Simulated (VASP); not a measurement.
Method: PBEsol GGA, VASP's PBE PAW potentials (set 64) (plane waves; VASP).

A VASP calculation is set up with these files.

### KPOINTS
```
Automatic mesh
0
Gamma
8 8 8
0 0 0
```

### POSCAR
```
LiCl
1
   -0.0000000000     2.5309644388     2.5309644388
    2.5309644388     0.0000000000     2.5309644388
    2.5309644388     2.5309644388     0.0000000000
Li Cl
1 1
Direct
  1.0000000000   0.0000000000   0.0000000000
  0.5000000000   0.5000000000   0.5000000000
```

### INCAR
```
# general
SYSTEM=LiCl
PREC  =Accurate
ENCUT =530   # plane-wave cut-off (eV)
LREAL =.FALSE.
LASPH =.TRUE.

# electronic loop
EDIFF =1E-6
NELM  =100
ALGO  =Normal

# smearing
ISMEAR=0   # Gaussian
SIGMA =0.05

# functional
GGA   =PS   # PBEsol

# ions
IBRION=2
NSW   =60   # most ionic steps
ISIF  =3   # ions, shape and volume
EDIFFG=-0.01

# output
LWAVE =.FALSE.
LCHARG=.FALSE.
```

POTCAR, in this order: Li_sv Cl (PBE.64 set). Program: vasp_std.

What VASP printed:

OUTCAR:
```
 ion  position               nearest neighbor table
   1  0.000  0.000  0.000-   2 2.53   2 2.53   2 2.53   2 2.53   2 2.53   2 2.53
   2  0.500  0.500  0.500-   1 2.53   1 2.53   1 2.53   1 2.53   1 2.53   1 2.53
  LATTYP: Found a face centered cubic cell.
 ALAT       =     5.0619288776
 Subroutine PRICEL returns:
 Original cell was already a primitive cell.
 Subroutine GETGRP returns: Found 48 space group operations
The static configuration has the point symmetry O_h .
The dynamic configuration has the point symmetry O_h .
 Subroutine INISYM returns: Found 48 space group operations
 Subroutine IBZKPT returns following result:
 Found     29 irreducible k-points:

 Following reciprocal coordinates:
            Coordinates               Weight
  0.000000  0.000000  0.000000      1.000000
  0.125000  0.000000  0.000000      8.000000
  0.250000  0.000000  0.000000      8.000000
  0.375000  0.000000  0.000000      8.000000
  0.500000  0.000000  0.000000      4.000000
  0.125000  0.125000  0.000000      6.000000
  0.250000  0.125000  0.000000     24.000000
  0.375000  0.125000  0.000000     24.000000
  0.500000  0.125000  0.000000     24.000000
...
```

**OSZICAR**
```
       N       E                     dE             d eps       ncg     rms          rms(c)
DAV:   1     0.423940890556E+02    0.42394E+02   -0.42059E+03   522   0.104E+03
DAV:   2    -0.596004610377E+01   -0.48354E+02   -0.46873E+02   748   0.161E+02
DAV:   3    -0.764186602468E+01   -0.16818E+01   -0.16806E+01   644   0.370E+01
DAV:   4    -0.769101724950E+01   -0.49151E-01   -0.49081E-01   855   0.569E+00
DAV:   5    -0.769127159097E+01   -0.25434E-03   -0.25434E-03   686   0.436E-01    0.234E+00
DAV:   6    -0.763843770045E+01    0.52834E-01   -0.11745E-01   611   0.198E+00    0.159E+00
DAV:   7    -0.763712948770E+01    0.13082E-02   -0.39020E-02   769   0.129E+00    0.754E-01
DAV:   8    -0.763902472301E+01   -0.18952E-02   -0.52328E-03   661   0.602E-01    0.105E-01
DAV:   9    -0.763901979630E+01    0.49267E-05   -0.14774E-04   693   0.113E-01    0.334E-02
DAV:  10    -0.763904699428E+01   -0.27198E-04   -0.44244E-05   592   0.621E-02    0.187E-02
DAV:  11    -0.763904874095E+01   -0.17467E-05   -0.45883E-06   673   0.190E-02    0.587E-03
DAV:  12    -0.763904893433E+01   -0.19337E-06   -0.36776E-07   337   0.614E-03
   1 F= -.76390489E+01 E0= -.76390489E+01  d E =-.763905E+01
```

### OUTCAR
```
------------------------ aborting loop because EDIFF is reached ----------------------------------------
  FORCE on cell =-STRESS in cart. coord.  units (eV):
  Direction    XX          YY          ZZ          XY          YZ          ZX
  --------------------------------------------------------------------------------------
  Total       -0.0029138     -0.0029138     -0.0029138      0.0000000      0.0000000      0.0000000
  in kB       -0.1439742     -0.1439742     -0.1439742      0.0000000      0.0000000      0.0000000
  external PRESSURE =      -0.1439742 kB  Pullay stress =       0.0000000 kB
  volume of cell :       32.43
      direct lattice vectors                 reciprocal lattice vectors
     0.000000000  2.530964439  2.530964439    -0.197553151  0.197553151  0.197553151
     2.530964439  0.000000000  2.530964439     0.197553151 -0.197553151  0.197553151
     2.530964439  2.530964439  0.000000000     0.197553151  0.197553151 -0.197553151
  FREE ENERGIE OF THE ION-ELECTRON SYSTEM (eV)
  ---------------------------------------------------
  free  energy   TOTEN  =        -7.6390489343 eV

  energy  without entropy=       -7.6390489343  energy(sigma->0) =       -7.63904893

 reached required accuracy - stopping structural energy minimisation
```
(Selected blocks of OUTCAR.)

The compound is LiCl in the rock salt structure. It was relaxed first. The start is the result of an earlier pass.
